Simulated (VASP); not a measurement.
# Initial- and final-state core-level shifts of CsAl20, part 3 of 3

Wanted: the chemical shifts that photoemission would resolve in CsAl20.

VASP 6.6.1, plane waves and PAW; the level of theory is named at each step.

So far. Step 2 (Relaxation): The forces on the free atoms are under 0.05 eV/Å, while the fixed ones keep up to 0.43 eV/Å. Step 4 (Core hole, atom Al3): This is the reference for holes on Al.

## (5) Core hole, atom Al4

Level of this step: final-state core hole with the electron kept at the Fermi level, PBE; plane waves and PAW (Al, Cs_sv, Al) (VASP).

The same hole on the next atom.

The input, INCAR:

```
SYSTEM = CsAl20
PREC = Normal
ENCUT = 330
EDIFF = 1E-05
NELM = 120
ISMEAR = 0
SIGMA = 0.1
LREAL = Auto
ALGO = Fast
GGA = PE
NBANDS = 55
LWAVE = .FALSE.
LCHARG = .FALSE.
NCORE = 8
ICORELEVEL = 2
CLNT = 1
CLN = 2
CLL = 1
CLZ = 1
ISIF = 0
```

The input, POSCAR:

```
CsAl20
1.0
    8.0800000000      0.0000000000      0.0000000000
    0.0000000000      5.7134227920      0.0000000000
    0.0000000000      0.0000000000     23.2134227920
Al Cs Al
1 1 19
Direct
    0.0011485827      0.5000000000      0.5654692701
    0.2501614602      0.0000000000      0.6820033651
    0.9886441878      0.0000000000      0.5612238043
    0.5113844418      0.0000000000      0.5612191494
    0.4988828949      0.5000000000      0.5654637141
    0.2499981422      0.2496120684      0.5084667099
    0.7500000721      0.2555152135      0.5065119806
    0.2499981422      0.7503879316      0.5084667099
    0.7500000721      0.7444847865      0.5065119806
    0.0000000000      0.0000000000      0.4461518450
    0.5000000000      0.0000000000      0.4461518450
    0.0000000000      0.5000000000      0.4461518450
    0.5000000000      0.5000000000      0.4461518450
    0.2500000000      0.2500000000      0.3846203890
    0.7500000000      0.2500000000      0.3846203890
    0.2500000000      0.7500000000      0.3846203890
    0.7500000000      0.7500000000      0.3846203890
    0.0000000000      0.0000000000      0.3230889330
    0.5000000000      0.0000000000      0.3230889330
    0.0000000000      0.5000000000      0.3230889330
    0.5000000000      0.5000000000      0.3230889330
```

The input, KPOINTS:

```
Automatic mesh
0
Gamma
3 4 1
0 0 0
```

PAW data sets: Al, Cs_sv and Al (PBE family, release 64).

Run with:

```bash
> mpirun -np 8 vasp_std
```

The program printed:

```text
[... set-up lines as in an earlier step ...]
 entering main loop
       N       E                     dE             d eps       ncg     rms          rms(c)
DAV:   1     0.229872055971E+03    0.22987E+03   -0.16887E+04   660   0.637E+02
DAV:   2    -0.599889163382E+02   -0.28986E+03   -0.27670E+03   882   0.142E+02
DAV:   3    -0.868029705759E+02   -0.26814E+02   -0.26307E+02   824   0.409E+01
DAV:   4    -0.877944743904E+02   -0.99150E+00   -0.98979E+00   856   0.972E+00
[...]
RMM:  22    -0.792155579728E+02   -0.39088E-04   -0.79757E-06   629   0.606E-03    0.111E-03
RMM:  23    -0.792155717643E+02   -0.13792E-04   -0.29533E-06   574   0.474E-03    0.916E-04
RMM:  24    -0.792155786656E+02   -0.69013E-05   -0.18549E-06   527   0.410E-03
   1 F= -.79215579E+02 E0= -.79183677E+02  d E =-.638026E-01
```

Wall time 13 s (8 MPI ranks of Intel Xeon 6975P-C (Granite Rapids), shared host); peak memory 1.1 GiB.

From OUTCAR (step 5):

```text
 POSITION                                       TOTAL-FORCE (eV/Angst)
 -----------------------------------------------------------------------------------
      0.00928      2.85671     13.12648         0.096109      0.000000     -0.648311
      2.02130      0.00000     15.83163        -0.036773      0.000000     -0.016039
      7.98825      0.00000     13.02793        -0.027664      0.000000     -0.103987
      4.13199      0.00000     13.02782         0.043122      0.000000     -0.073774
      4.03097      2.85671     13.12635        -0.004803      0.000000      0.023076
      2.01998      1.42614     11.80325        -0.140784      0.134978      0.053040
      6.06000      1.45987     11.75788         0.115391      0.144995      0.028829
      2.01998      4.28728     11.80325        -0.140784     -0.134978      0.053040
      6.06000      4.25356     11.75788         0.115391     -0.144995      0.028829
      0.00000      0.00000     10.35671         0.000662      0.000000     -0.396411
      4.04000      0.00000     10.35671         0.009773      0.000000     -0.407931
      0.00000      2.85671     10.35671         0.089003      0.000000      0.048586
      4.04000      2.85671     10.35671        -0.090477      0.000000     -0.117618
      2.02000      1.42836      8.92836         0.006834      0.092477      0.047420
[...]
-----------------------------------------------------------------------------------
    total drift:                               -0.002331      0.000000     -0.008893

  FREE ENERGIE OF THE ION-ELECTRON SYSTEM (eV)
  ---------------------------------------------------
  free  energy   TOTEN  =       -79.2155786656 eV

  energy  without entropy=      -79.1517761142  energy(sigma->0) =      -79.18367739

[... 2 parts as in an earlier step ...]

[... 1 further part left out ...]
[key lines of the parts left out:]
E-fermi :   0.9254
```

Against the hole on Al3 the energy differs by +0.14 eV.

## (6) Core hole, atom Al10

The same hole on the next atom.

INCAR is that of step 5.

POSCAR, as its differences from that of step 5:

```diff
@@ -8,3 +8,3 @@
 Direct
-    0.0011485827      0.5000000000      0.5654692701
+    0.0000000000      0.0000000000      0.4461518450
     0.2501614602      0.0000000000      0.6820033651
@@ -12,2 +12,3 @@
     0.5113844418      0.0000000000      0.5612191494
+    0.0011485827      0.5000000000      0.5654692701
     0.4988828949      0.5000000000      0.5654637141
@@ -17,3 +18,2 @@
     0.7500000721      0.7444847865      0.5065119806
-    0.0000000000      0.0000000000      0.4461518450
     0.5000000000      0.0000000000      0.4461518450
```

KPOINTS is that of step 5.

Run with:

```bash
> mpirun -np 8 vasp_std
```

The program printed:

```text
[... set-up lines as in an earlier step ...]
 entering main loop
       N       E                     dE             d eps       ncg     rms          rms(c)
DAV:   1     0.231758599433E+03    0.23176E+03   -0.16900E+04   660   0.637E+02
DAV:   2    -0.608238291123E+02   -0.29258E+03   -0.27880E+03   881   0.143E+02
DAV:   3    -0.880194470502E+02   -0.27196E+02   -0.26747E+02   809   0.414E+01
DAV:   4    -0.890386125133E+02   -0.10192E+01   -0.10170E+01   904   0.966E+00
[...]
RMM:  22    -0.792434857514E+02   -0.20006E-04   -0.40809E-06   588   0.527E-03    0.131E-03
RMM:  23    -0.792434964671E+02   -0.10716E-04   -0.21551E-06   551   0.442E-03    0.767E-04
RMM:  24    -0.792435011932E+02   -0.47262E-05   -0.16804E-06   523   0.391E-03
   1 F= -.79243501E+02 E0= -.79211405E+02  d E =-.641921E-01
```

The job ended after 13 s (8 MPI ranks; peak memory 1.1 GiB).

From OUTCAR (step 6):

```text
 POSITION                                       TOTAL-FORCE (eV/Angst)
 -----------------------------------------------------------------------------------
      0.00000      0.00000     10.35671        -0.020765      0.000000     -0.268903
      2.02130      0.00000     15.83163         0.007753      0.000000     -0.008622
      7.98825      0.00000     13.02793        -0.037237      0.000000     -0.348701
      4.13199      0.00000     13.02782         0.043869      0.000000      0.006372
      0.00928      2.85671     13.12648         0.031999      0.000000     -0.038877
      4.03097      2.85671     13.12635        -0.029345      0.000000     -0.003509
      2.01998      1.42614     11.80325        -0.033224      0.001838     -0.216657
      6.06000      1.45987     11.75788         0.034770     -0.013436     -0.227590
      2.01998      4.28728     11.80325        -0.033224     -0.001838     -0.216657
      6.06000      4.25356     11.75788         0.034770      0.013436     -0.227590
      4.04000      0.00000     10.35671        -0.002224      0.000000     -0.393950
      0.00000      2.85671     10.35671         0.099440      0.000000     -0.154668
      4.04000      2.85671     10.35671        -0.097151      0.000000     -0.161245
      2.02000      1.42836      8.92836        -0.037804     -0.000511      0.125672
[...]
-----------------------------------------------------------------------------------
    total drift:                               -0.000522      0.000000     -0.005761

  FREE ENERGIE OF THE ION-ELECTRON SYSTEM (eV)
  ---------------------------------------------------
  free  energy   TOTEN  =       -79.2435011932 eV

  energy  without entropy=      -79.1793091301  energy(sigma->0) =      -79.21140516

[... 2 parts as in an earlier step ...]

[... 1 further part left out ...]
[key lines of the parts left out:]
E-fermi :   0.9478
```

Against the hole on Al3 the energy differs by +0.12 eV.

## (7) Summary

This step: core-level shifts, PBE; plane waves and PAW (VASP 6.6.1).

Derived from the runs above.

A positive shift is a higher binding energy. Cost is wall time times ranks on a shared host. Core-level shifts:

```csv
atom,region,shell,Kohn-Sham level below the Fermi level (eV),initial-state shift (eV),final-state shift (eV),shifts are from,cost (core minutes)
Al3,layer 1,2p,64.85,0,0,Al3,1.76
Al4,layer 1,2p,65,0.1498,0.1442,Al3,1.76
Al10,layer 3,2p,64.88,0.0365,0.1165,Al3,1.73
```

## (8) Results

```json
{
  "Al4 2p (layer 1), from Al3": "initial state +0.15 eV, final state +0.14 eV",
  "Al10 2p (layer 3), from Al3": "initial state +0.04 eV, final state +0.12 eV"
}
```

What this shows: Against Al3, Al4 is shifted by +0.15 eV in the initial state and by +0.14 eV with the hole; against Al3, Al10 is shifted by +0.04 eV in the initial state and by +0.12 eV with the hole (energies extrapolated to zero smearing). Only these atoms were given a hole, so other sites aren't ranked. The difference of the two pictures holds the screening of the hole, but also the cell's limits: holes repeat 5.7 Å apart, and the electron from the core stays in the cell, where it moves the Fermi energy by -0.04 to -0.01 eV, less than the shifts themselves. Cell size, mesh and smearing weren't varied between the hole runs, and no dipole correction was applied to the slab. On their mesh the free atoms carry forces of up to 0.08 eV/Å, since the relaxation used another. The other core electrons are frozen, spin-orbit splitting and multiplets are absent, and only shifts between atoms of one element are meaningful. Not tabulated here, as repeats of values shown or as unfit to read for their mesh, reference level or band range: core levels (core hole).

[Lines on the potential files, build, host, timing and source positions are cut from VASP's logs without a mark.]

[Logs are printed without paths, hosts, clocks, repeated set-up lines and the standing remarks that a program may print on its own settings, such as how far it seeks lower states.]

[Hosts, paths, dates, database ids (printed as entryN), source tags and the programs' standing remarks are cut or masked in the printed files.]
